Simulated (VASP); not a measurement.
# GW-BSE spectrum of CaO (Lime), part 3 of 3

Wanted: the lowest vertical excitons of CaO (Lime) and its absorption. The cell is of the rock-salt type, one of the forms listed for this formula. The start is a cell from a database of measured crystal structures.

VASP 6.6.1, plane waves and PAW; the level of theory is named at each step.

So far, quasiparticle gap on the mesh (eV): step 4 (G0W0) 5.76.

## 6. Independent quasiparticles

This step: BSE on G0W0 on PBE, independent quasiparticles; plane waves and PAW (Ca_sv_GW, O_GW) (VASP 6.6.1).

With LADDER and LHARTREE off the pairs don't interact at all, so the lowest line must equal the direct gap.

Contents of INCAR:

```
SYSTEM = CaO
PREC = Accurate
ENCUT = 440
ISMEAR = 0
SIGMA = 0.01
LREAL = .FALSE.
GGA = PE
NBANDS = 64
ALGO = BSE
NBANDSO = 3
NBANDSV = 4
OMEGAMAX = 25
NEDOS = 1000
CSHIFT = 0.1
PRECFOCK = Fast
LWAVE = .FALSE.
LCHARG = .FALSE.
ENCUTGW = 100
ANTIRES = 0
LADDER = .FALSE.
LHARTREE = .FALSE.
```

Contents of POSCAR:

```
CaO
1.0
    0.0000000000      2.4065000000      2.4065000000
    2.4065000000      0.0000000000      2.4065000000
    2.4065000000      2.4065000000      0.0000000000
Ca O
1 1
Direct
    0.0000000000      0.0000000000      0.0000000000
    0.5000000000      0.5000000000      0.5000000000
```

Contents of KPOINTS:

```
Automatic mesh
0
Gamma
6 6 6
0 0 0
```

The projector-augmented-wave data sets are Ca_sv_GW and O_GW (PBE family, release 64).

Run with:

```console
> mpirun -np 8 vasp_std
```

The log of the run:

```text
[banner, memory and clock lines left out]
 LDA part: xc-table for (Slater+PW92), standard interpolation
 found WAVECAR, reading the header
 POSCAR, INCAR and KPOINTS ok, starting setup
 FFT: planning ... GRIDC
 FFT: planning ... GRID_SOFT
 FFT: planning ... GRID
 reading WAVECAR
 the WAVECAR file was read successfully
 initial charge from wavefunction
 available memory per node:    100.73 GB, setting MAXMEM to    103143

 Doing            0  frequencies on each core in blocks of            0
 parallelization over k-points
 Using distributed matrix
 Using distributed eigensolver
 allocating two-electron 4 orbital integral table    3    4    3    4
 BSE setting up matrix
 available memory per node:    100.64 GB, setting MAXMEM to    103052
 Calculate matrix elements of the BSE Hamiltonian:
 Workload is divided into blocks of two-electron 4 orbital integrals computed in
  parallel.
 Each block/integral has dimensions  of (   3,   4,   3,   4) orbitals
 Total number of blocks/integrals:                23436
 Number of spins:                                     1
 Number of kpoints:                                 216
 Spin channel:                                        1
  Number of blocks of unoccupied bands:               1
  Number of blocks of occupied bands:                 1
 Number of rows/columns of blocks:                  216

                                                        Time (sec)
               Integrals                 Ranks       Real         CPU
  [         1 -       1728/     23436]     8         0.13        0.00
  [      1729 -       3456/     23436]     8         0.26        0.00
  [      3457 -       5184/     23436]     8         0.37        0.00
  [      5185 -       6912/     23436]     8         0.49        0.00
  [      6913 -       8640/     23436]     8         0.61        0.00
  [      8641 -      10368/     23436]     8         0.73        0.00
  [     10369 -      12096/     23436]     8         0.84        0.00
  [     12097 -      13824/     23436]     8         0.95        0.00
  [     13825 -      15552/     23436]     8         1.06        0.00
  [     15553 -      17280/     23436]     8         1.16        0.00
  [     17281 -      19008/     23436]     8         1.27        0.00
  [     19009 -      20736/     23436]     8         1.37        0.00
  [     20737 -      22464/     23436]     8         1.50        0.00
  [     22465 -      23328/     23436]     8         1.55        0.00
  [     23329 -      23436/     23436]     8         1.57        0.00

[... 7 parts as in an earlier step ...]
```

Elapsed: 5.4 s, on 8 MPI ranks of AMD EPYC 7R43, shared host; peak memory 1.4 GiB; 38 s of CPU time.

From OUTCAR (step 6):

```text
   NELECT =      16.0000    total number of electrons

 E-fermi :   6.7578

[... 8 parts as in an earlier step ...]

[... 2 further parts left out ...]
```

Numbers from this step:

```yaml
lowest_excitation: 6.098 eV
```

The imaginary dielectric function, xx has structure finer than the step of the table below, so its rows give means over 0.5 eV, whole bins alone (the curve runs from 0 to 25 eV). Peaks (eV: height): 7.43: 3.85, 7.76: 5.90, 8.33: 3.65, 9.96: 5.83, 11.01: 4.02, 12.59: 4.39, 13.21: 4.80.

From 3 filled and 4 empty bands alone, without any pair above OMEGAMAX = 25 eV, so strength is missing wherever others contribute; lines are broadened by CSHIFT, which also makes the tail under the first line. Imaginary dielectric function, xx against photon energy; means over each step:

```csv
photon energy (eV),"imaginary dielectric function, xx"
0.5,0.00164
1.0,0.00337
1.5,0.00522
2.0,0.00738
2.5,0.00991
3.0,0.0131
3.5,0.0173
4.0,0.0233
4.5,0.0328
5.0,0.0508
5.5,0.105
6.0,0.823
6.5,0.886
7.0,1.10
7.5,3.34
8.0,2.69
8.5,2.65
9.0,2.19
9.5,2.23
10.0,4.84
10.5,2.39
11.0,2.99
11.5,2.54
12.0,2.07
12.5,3.16
13.0,3.92
13.5,2.19
14.0,1.15
14.5,0.682
15.0,0.150
15.5,0.0607
16.0,0.0395
16.5,0.0288
17.0,0.0223
17.5,0.0179
18.0,0.0148
18.5,0.0124
19.0,0.0106
19.5,0.00913
20.0,0.00797
20.5,0.00703
21.0,0.00624
21.5,0.00557
22.0,0.00500
22.5,0.00453
23.0,0.00411
23.5,0.00373
24.0,0.00341
24.5,0.00312
```

The lowest excitation lies at 6.098 eV, +664 meV against the Tamm-Dancoff singlet. No second mesh in this session tests these energies, peaks and heights.

## 7. Summary

This step: BSE on G0W0 on PBE; plane waves and PAW (VASP 6.6.1).

No new run; the numbers come from the runs before.

Cost is wall time times ranks on a shared host, for this step alone, without the steps before it. Excitations by level:

```csv
level,first excitation (eV),cost (core minutes)
"BSE, Tamm-Dancoff",5.434,2.16
independent quasiparticles,6.098,0.72
```

## 8. Summary of results

```
BSE, Tamm-Dancoff          : lowest vertical excitation 5.434 eV; direct gap 6.098 eV
independent quasiparticles : lowest vertical excitation 6.098 eV; direct gap 6.098 eV
```

In words: The Bethe-Salpeter equation puts the lowest vertical singlet excitation at 5.434 eV, 0.66 eV below the direct gap of 6.098 eV; the states within 10 meV of it carry 34 % of the strength of the strongest such group among the lowest 40 states. Attraction and local fields together move the centre of weight of eps2 xx over the computed range by -1.92 eV against the run of independent quasiparticles. The spectra were run on one mesh, so the distance from the gap isn't shown to be converged; coarse meshes tend to overstate it. Bands, response cutoff and mesh of the GW step weren't tested in this session. Only vertical pairs enter; the least gap on the mesh is indirect, 5.760 eV, and its phonon-assisted absorption is absent. Only the bands set by NBANDSO and NBANDSV form pairs, and any pair above OMEGAMAX = 25 eV is dropped, so the spectrum is that of this window; the window can cut degenerate bands. Not tabulated here, as repeats of values shown or as unfit to read for their mesh, reference level or band range: eps2 curves (empty bands); eps1 curves and static values (BSE, empty bands, independent quasiparticles); line lists of runs without attraction (independent quasiparticles).

[Lines on the potential files, build, host, timing and source positions are cut from VASP's logs without a mark.]

[Logs are printed without paths, hosts, clocks, repeated set-up lines and the standing remarks that a program may print on its own settings, such as how far it seeks lower states.]

[Hosts, paths, dates, database ids (printed as entryN), source tags and the programs' standing remarks are cut or masked in the printed files.]

[Pressures printed for these runs are not shown converged in the cutoff: they can be off by several GPa and have the wrong sign.]
